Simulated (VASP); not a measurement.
# HgTe (F-43m): band edges, masses and strain

Wanted: where the band edges of HgTe lie, how heavy the carriers are and how strain moves the gap. The start is a cell from a database of measured crystal structures.

Main program and level: VASP 6.6.1; PBE; plane waves and PAW (Hg, Te), in the first sound run; inputs show where later runs differ.

The database entry behind the starting cell differs from later determinations by our own check (about 0.5 % short), so it need not match the best structure at ambient conditions.

## Step 1: Starting point

It takes space group F-43m (No. 216, cubic). The conventional cell has a = 6.429 Å, b = 6.429 Å, c = 6.429 Å, α = 90.00°, β = 90.00°, γ = 90.00°. Hg has 4 Te at 2.78 Å nearest. Te has 4 Hg at 2.78 Å nearest. Farther neighbours and most contacts between anions are not listed.

## Step 2: Relaxation of the atoms

The cell is kept as given; the atoms are relaxed first, so that no residual force shifts the band edges.

INCAR reads:

```
SYSTEM = HgTe
PREC = Accurate
ENCUT = 400
EDIFF = 1E-06
NELM = 100
ISMEAR = 0
SIGMA = 0.02
LREAL = .FALSE.
ALGO = Normal
GGA = PE
NBANDS = 15
LORBIT = 11
LWAVE = .FALSE.
LCHARG = .FALSE.
KPAR = 4
IBRION = 2
NSW = 40
ISIF = 2
EDIFFG = -0.005
```

POSCAR reads:

```
HgTe
1.0
    0.0000000000      3.2145000000      3.2145000000
    3.2145000000      0.0000000000      3.2145000000
    3.2145000000      3.2145000000      0.0000000000
Hg Te
1 1
Direct
    0.0000000000      0.0000000000      0.0000000000
    0.7500000000      0.7500000000      0.7500000000
```

KPOINTS reads:

```
Automatic mesh
0
Gamma
8 8 8
0 0 0
```

The projector-augmented-wave data sets are Hg and Te (PBE family, release 64).

The run is started by

```sh
$ mpirun -np 4 vasp_std
```

Output:

```text
[banner, memory and clock lines left out]
running    4 mpi-ranks, on    1 nodes
 distrk:  each k-point on    1 cores,    4 groups
 distr:  one band on    1 cores,    1 groups

 POSCAR found type information on POSCAR HgTe
 POSCAR found :  2 types and       2 ions
 LDA part: xc-table for (Slater+PW92), standard interpolation
 POSCAR, INCAR and KPOINTS ok, starting setup
 FFT: planning ... GRIDC
 FFT: planning ... GRID_SOFT
 FFT: planning ... GRID
 WAVECAR not read
 entering main loop
       N       E                     dE             d eps       ncg     rms          rms(c)
DAV:   1     0.898993966138E+02    0.89899E+02   -0.70958E+03   886   0.843E+02
DAV:   2    -0.750249729974E+00   -0.90650E+02   -0.86187E+02  1003   0.218E+02
DAV:   3    -0.374002068517E+01   -0.29898E+01   -0.29833E+01  1038   0.415E+01
DAV:   4    -0.376935474820E+01   -0.29334E-01   -0.29333E-01  1332   0.366E+00
DAV:   5    -0.376941620722E+01   -0.61459E-04   -0.61459E-04  1101   0.153E-01    0.797E+00
DAV:   6    -0.356190436478E+01    0.20751E+00   -0.42809E-01   940   0.919E+00    0.628E+00
DAV:   7    -0.355398870690E+01    0.79157E-02   -0.10770E-01   961   0.236E+00    0.223E+00
DAV:   8    -0.355309466962E+01    0.89404E-03   -0.11684E-02   982   0.131E+00    0.595E-01
DAV:   9    -0.355311064004E+01   -0.15970E-04   -0.76767E-04  1115   0.330E-01    0.142E-01
DAV:  10    -0.355313944312E+01   -0.28803E-04   -0.87334E-05   990   0.857E-02    0.524E-02
DAV:  11    -0.355315559605E+01   -0.16153E-04   -0.40566E-05   996   0.517E-02    0.436E-02
DAV:  12    -0.355315315724E+01    0.24388E-05   -0.51283E-06   982   0.221E-02    0.211E-02
DAV:  13    -0.355315299760E+01    0.15964E-06   -0.63551E-07   708   0.425E-03
   1 F= -.35531530E+01 E0= -.35531229E+01  d E =-.355315E+01
 curvature:   0.00 expect dE= 0.000E+00 dE for cont linesearch  0.000E+00
 trial: gam= 0.00000 g(F)=  0.392E-47 g(S)=  0.000E+00 ort = 0.000E+00 (trialstep = 0.100E+01)
 search vector abs. value=  0.100E-09
 reached required accuracy - stopping structural energy minimisation
```

Wall time 11 s (4 MPI ranks of Intel Xeon Platinum 8488C (Sapphire Rapids), shared host); peak memory 0.68 GiB; 40 s of CPU time.

Lines that name or quote the potential files are left out of all logs, and their timing lines are given in words.

From OUTCAR (step 2):

```text
ion  position               nearest neighbor table
   1  0.000  0.000  0.000-   2 2.78   2 2.78   2 2.78   2 2.78
   2  0.750  0.750  0.750-   1 2.78   1 2.78   1 2.78   1 2.78

  LATTYP: Found a face centered cubic cell.
 ALAT       =     6.4290000000

 Subroutine GETGRP returns: Found 24 space group operations
 (whereof 24 operations were pure point group operations)

The static configuration has the point symmetry T_d .

 Found     29 irreducible k-points:

   k-points           NKPTS =     29   k-points in BZ     NKDIM =     29   number of bands    NBANDS=     15

   dimension x,y,z NGX =    30 NGY =   30 NGZ =   30
   dimension x,y,z NGXF=    60 NGYF=   60 NGZF=   60

   ENCUT  =  400.0 eV  29.40 Ry    5.42 a.u.   7.41  7.41  7.41*2*pi/ulx,y,z

   NELECT =      18.0000    total number of electrons

 k-points in reciprocal lattice and weights: Automatic mesh
   0.00000000  0.00000000  0.00000000       0.002
   0.12500000  0.00000000  0.00000000       0.016
   0.25000000  0.00000000  0.00000000       0.016
   0.37500000  0.00000000  0.00000000       0.016
   0.50000000  0.00000000  0.00000000       0.008
   0.12500000  0.12500000  0.00000000       0.012
   0.25000000  0.12500000  0.00000000       0.047
   0.37500000  0.12500000  0.00000000       0.047
   0.50000000  0.12500000  0.00000000       0.047
[...]
-0.37500000  0.50000000  0.12500000       0.023
  -0.25000000  0.50000000  0.25000000       0.012

 average (electrostatic) potential at core
       1 -40.2771       2 -91.2142

 E-fermi :   3.2804

 k-point     1 :       0.0000    0.0000    0.0000
  band No.  band energies     occupation
    ...
      6      -3.6290      2.00000
      7       2.5876      2.00000
      8       3.2743      1.33333
      9       3.2743      1.33333
     10       3.2743      1.33333
     11       7.4718      0.00000
     12       7.4718      0.00000
     13       7.4718      0.00000
     14       9.7468      0.00000
     15      12.8486      0.00000

 k-point     2 :       0.1250    0.0000    0.0000
  band No.  band energies     occupation
    ...
      5      -3.6313      2.00000
      6      -3.6313      2.00000
      7       1.4207      2.00000
      8       3.0924      2.00000
      9       3.0924      2.00000
     10       3.9591      0.00000
     11       7.4145      0.00000
     12       7.7099      0.00000
     13       7.7099      0.00000
     14      10.6852      0.00000
    ...

 k-point     3 :       0.2500    0.0000    0.0000
  band No.  band energies     occupation
    ...
      5      -3.6303      2.00000
      6      -3.6303      2.00000
      7      -0.1422      2.00000
      8       2.7110      2.00000
      9       2.7110      2.00000
     10       4.1549      0.00000
     11       8.1193      0.00000
     12       8.1193      0.00000
     13       8.2079      0.00000
     14      11.0669      0.00000
    ...

  Total        1.9137686      1.9137686      1.9137686     -0.0000000     -0.0000000     -0.0000000
  in kB       46.1561646     46.1561646     46.1561646     -0.0000000     -0.0000000     -0.0000000
  external PRESSURE =      46.1561646 kB  Pullay stress =       0.0000000 kB

  energy-cutoff  :      400.00
  volume of cell :       66.43
      direct lattice vectors                 reciprocal lattice vectors
     0.000000000  3.214500000  3.214500000    -0.155545186  0.155545186  0.155545186
     3.214500000  0.000000000  3.214500000     0.155545186 -0.155545186  0.155545186
     3.214500000  3.214500000  0.000000000     0.155545186  0.155545186 -0.155545186

 POSITION                                       TOTAL-FORCE (eV/Angst)
 -----------------------------------------------------------------------------------
      0.00000      0.00000      0.00000         0.000000      0.000000      0.000000
      4.82175      4.82175      4.82175        -0.000000     -0.000000     -0.000000
 -----------------------------------------------------------------------------------
    total drift:                               -0.000000     -0.000000     -0.000000

  FREE ENERGIE OF THE ION-ELECTRON SYSTEM (eV)
  ---------------------------------------------------
  free  energy   TOTEN  =        -3.5531529976 eV

  energy  without entropy=       -3.5530927389  energy(sigma->0) =       -3.55312287

 reached required accuracy - stopping structural energy minimisation

 total charge
# of ion       s       p       d       tot
------------------------------------------
    1        0.752   0.436   9.356  10.544
    2        1.368   1.989   0.035   3.392
--------------------------------------------------
tot          2.120   2.425   9.391  13.936

[... 3 further parts left out ...]
```

The k-mesh is coarse for a metal. The run keeps the 24 symmetry operations of its start, so it cannot find a distortion of lower symmetry.

The forces vanish from the start, and no atom moves.

This step gave:

```yaml
scf_cycles: 13
electrons: 18
bands: 15
irreducible_k_points: 29
symmetry_operations: 24
free_energy_toten: -3.553 eV
fermi_energy: 3.280 eV
pressure: 4.616 GPa
metallic: yes
```

## Step 3: Bands on a dense mesh

A dense even mesh and a path are solved together, since either alone can miss a band edge.

INCAR: that of step 2 with these lines changed.

```diff
@@ -10,3 +10,3 @@
 GGA = PE
-NBANDS = 15
+NBANDS = 21
 LORBIT = 11
@@ -15,5 +15,2 @@
 KPAR = 4
-IBRION = 2
-NSW = 40
 ISIF = 2
-EDIFFG = -0.005
```

POSCAR is that of step 2.

KPOINTS reads:

```
Automatic mesh
0
Gamma
10 10 10
0 0 0
```

KPOINTS_OPT reads:

```
Line mode
24
Line-mode
Reciprocal
  0.00000000   0.00000000   0.00000000 GAMMA
  0.50000000   0.00000000   0.50000000 X

  0.50000000   0.00000000   0.50000000 X
  0.50000000   0.25000000   0.75000000 W

  0.50000000   0.25000000   0.75000000 W
  0.37500000   0.37500000   0.75000000 K

  0.37500000   0.37500000   0.75000000 K
  0.00000000   0.00000000   0.00000000 GAMMA

  0.00000000   0.00000000   0.00000000 GAMMA
  0.50000000   0.50000000   0.50000000 L

  0.50000000   0.50000000   0.50000000 L
  0.62500000   0.25000000   0.62500000 U

  0.62500000   0.25000000   0.62500000 U
  0.50000000   0.25000000   0.75000000 W

  0.50000000   0.25000000   0.75000000 W
  0.50000000   0.50000000   0.50000000 L

  0.50000000   0.50000000   0.50000000 L
  0.37500000   0.37500000   0.75000000 K

  0.62500000   0.25000000   0.62500000 U
  0.50000000   0.00000000   0.50000000 X
```

The run is started by

```sh
$ mpirun -np 4 vasp_std
```

Output:

```text
[... set-up lines as in an earlier step ...]
 entering main loop
       N       E                     dE             d eps       ncg     rms          rms(c)
DAV:   1     0.942043967305E+02    0.94204E+02   -0.67786E+03  1982   0.603E+02
DAV:   2    -0.360407588245E+00   -0.94565E+02   -0.88567E+02  2259   0.174E+02
DAV:   3    -0.373951348572E+01   -0.33791E+01   -0.33621E+01  2387   0.332E+01
DAV:   4    -0.377093143051E+01   -0.31418E-01   -0.31414E-01  2591   0.299E+00
DAV:   5    -0.377113161535E+01   -0.20018E-03   -0.20018E-03  2402   0.193E-01    0.797E+00
DAV:   6    -0.356468139346E+01    0.20645E+00   -0.28431E-01  2269   0.657E+00    0.615E+00
DAV:   7    -0.355594911508E+01    0.87323E-02   -0.83763E-02  2339   0.163E+00    0.223E+00
DAV:   8    -0.355519642927E+01    0.75269E-03   -0.10330E-02  2257   0.936E-01    0.413E-01
DAV:   9    -0.355519931858E+01   -0.28893E-05   -0.65215E-04  2312   0.254E-01    0.110E-01
DAV:  10    -0.355522691588E+01   -0.27597E-04   -0.82475E-05  2242   0.658E-02    0.400E-02
DAV:  11    -0.355524006854E+01   -0.13153E-04   -0.32380E-05  2184   0.379E-02    0.408E-02
DAV:  12    -0.355523846054E+01    0.16080E-05   -0.33754E-06  2299   0.156E-02    0.208E-02
DAV:  13    -0.355523803747E+01    0.42306E-06   -0.78320E-07  1878   0.440E-03
   1 F= -.35552380E+01 E0= -.35552226E+01  d E =-.308525E-04
 Start KPOINTS_OPT (optional k-point list driver)
k-point batch [1-47\240]
       N       E                     dE             ncg
DAV:   1     0.222515303419E+04   -0.15330E+05     2022
DAV:   2    -0.222644655719E+04   -0.44516E+04     2249
DAV:   3    -0.238388408703E+04   -0.15744E+03     2401
DAV:   4    -0.238532148318E+04   -0.14374E+01     2596
DAV:   5    -0.238533366358E+04   -0.12180E-01     2434
DAV:   6    -0.238533398469E+04   -0.32111E-03     2463
DAV:   7    -0.238533399490E+04   -0.10212E-04     2190
DAV:   8    -0.238533399523E+04   -0.33299E-06     1724
[...]
k-point batch [236-240\240]
       N       E                     dE             ncg
DAV:   1     0.204909816201E+05   -0.25095E+04      210
DAV:   2     0.200168367415E+05   -0.47414E+03      235
```

It took 67 s on 4 MPI ranks; peak memory 0.86 GiB.

OUTCAR, selected parts (step 3):

```text
The static configuration has the point symmetry T_d .

 Found     47 irreducible k-points:

   k-points           NKPTS =     47   k-points in BZ     NKDIM =     47   number of bands    NBANDS=     21

   NELECT =      18.0000    total number of electrons

 E-fermi :   3.2795

 k-point     1 :       0.0000    0.0000    0.0000
  band No.  band energies     occupation
    ...
      6      -3.6291      2.00000
      7       2.5871      2.00000
      8       3.2734      1.33333
      9       3.2734      1.33333
     10       3.2734      1.33333
     11       7.4714      0.00000
     12       7.4714      0.00000
     13       7.4714      0.00000
     14       9.7460      0.00000
     15      12.8482      0.00000
    ...

 k-point     2 :       0.1000    0.0000    0.0000
  band No.  band energies     occupation
    ...
      5      -3.6307      2.00000
      6      -3.6307      2.00000
      7       1.7220      2.00000
      8       3.1528      2.00000
      9       3.1528      2.00000
     10       3.8331      0.00000
     11       7.3890      0.00000
     12       7.6310      0.00000
     13       7.6310      0.00000
     14      10.4139      0.00000
    ...

  Total        1.9085320      1.9085320      1.9085320      0.0000000      0.0000000     -0.0000000
  in kB       46.0298683     46.0298683     46.0298683      0.0000000      0.0000000     -0.0000000
  external PRESSURE =      46.0298683 kB  Pullay stress =       0.0000000 kB

  FREE ENERGIE OF THE ION-ELECTRON SYSTEM (eV)
  ---------------------------------------------------
  free  energy   TOTEN  =        -3.5552380375 eV

  energy  without entropy=       -3.5552071850  energy(sigma->0) =       -3.55522261

 total charge
# of ion       s       p       d       tot
------------------------------------------
    1        0.753   0.436   9.356  10.544
    2        1.368   1.988   0.035   3.392
--------------------------------------------------
tot          2.121   2.424   9.391  13.935

[... 7 parts as in an earlier step ...]

[... 6 further parts left out ...]
```

This step gave:

```
bands                : 21
irreducible k-points : 47
free energy (TOTEN)  : -3.555 eV
pressure             : 4.603 GPa
```

Electronic bands along the path, in eV, zero at the Fermi level; # counts the bands kept, so #1 is VASP's band 2:

```csv
point,#5,#6,#7,#8,#9,#10,#11,#12
Γ,-6.91,-0.69,-0.01,-0.01,-0.01,4.19,4.19,4.19
0.48 of the way,-6.88,-3.29,-1.29,-1.29,1.96,2.97,6.06,6.06
X,-6.44,-5.53,-2.35,-2.35,1.88,2.44,8.27,8.92
0.48 of the way,-6.35,-5.58,-2.55,-2.49,2.40,3.10,7.20,7.35
W,-6.26,-5.63,-2.76,-2.63,3.16,4.61,5.29,6.13
0.52 of the way,-6.32,-5.59,-2.94,-2.24,2.68,4.13,6.18,6.63
K,-6.35,-5.57,-3.01,-1.95,2.24,4.02,7.03,7.20
0.48 of the way,-6.87,-3.92,-1.95,-0.65,1.82,4.61,5.04,5.18
Γ,-6.91,-0.69,-0.01,-0.01,-0.01,4.19,4.19,4.19
0.52 of the way,-6.91,-3.56,-0.60,-0.60,0.87,4.87,4.87,5.04
L,-6.59,-5.61,-1.03,-1.03,0.70,5.01,5.01,6.86
0.48 of the way,-6.54,-5.49,-2.29,-1.37,1.91,4.47,5.73,6.71
U,-6.35,-5.57,-3.01,-1.95,2.24,4.02,7.03,7.20
0.48 of the way,-6.32,-5.59,-2.94,-2.24,2.68,4.13,6.18,6.63
W,-6.26,-5.63,-2.76,-2.63,3.16,4.61,5.29,6.13
0.48 of the way,-6.50,-5.46,-2.57,-1.64,2.34,4.39,5.59,7.17
L,-6.59,-5.61,-1.03,-1.03,0.70,5.01,5.01,6.86
0.48 of the way,-6.54,-5.49,-2.29,-1.37,1.91,4.47,5.73,6.71
K,-6.35,-5.57,-3.01,-1.95,2.24,4.02,7.03,7.20
jump to U,-6.35,-5.57,-3.01,-1.95,2.24,4.02,7.03,7.20
0.48 of the way,-6.38,-5.56,-2.65,-2.24,2.08,2.93,7.58,8.18
X,-6.44,-5.53,-2.35,-2.35,1.88,2.44,8.27,8.92
```

Of the projections kept (Hg, Te), the largest for each band there; the rest of the weight can lie on other orbitals:

```csv
point,#5,#6,#7,#8,#9,#10,#11,#12
Γ,Hg 1.00,Hg 0.63,Te 0.73,Te 0.73,Te 0.73,Hg 0.72,Hg 0.72,Hg 0.72
X,Hg 0.92,Hg 0.78,Te 0.71,Te 0.71,Hg 0.57,Hg 0.65,Te 0.82,Hg 0.50
W,Hg 0.92,Hg 0.71,Te 0.72,Te 0.62,Te 0.58,Te 0.67,Hg 0.65,Hg 0.56
K,Hg 0.92,Hg 0.72,Te 0.65,Te 0.70,Hg 0.55,Te 0.59,Te 0.54,Te 0.55
Γ,Hg 1.00,Hg 0.63,Te 0.73,Te 0.73,Te 0.73,Hg 0.72,Hg 0.72,Hg 0.72
L,Hg 0.96,Hg 0.57,Te 0.71,Te 0.71,Hg 0.61,Hg 0.62,Hg 0.62,Te 0.64
```

At 4.6 GPa the cell is away from the equilibrium volume of this level: left free, it would expand.

[end of part 1 of 3]

[Lines on the potential files, build, host, timing and source positions are cut from VASP's logs without a mark.]

[Logs are printed without paths, hosts, clocks, repeated set-up lines and the standing remarks that a program may print on its own settings, such as how far it seeks lower states.]

[Hosts, paths, dates, database ids (printed as entryN), source tags and the programs' standing remarks are cut or masked in the printed files.]

[In band tables of VASP the shares of atoms and orbitals are scaled to a sum of 1 inside the atoms' spheres.]

[Gaps and slopes under strain along one axis are those of the sampled path and mesh points; where strain splits equal valleys, another of them can be the edge.]
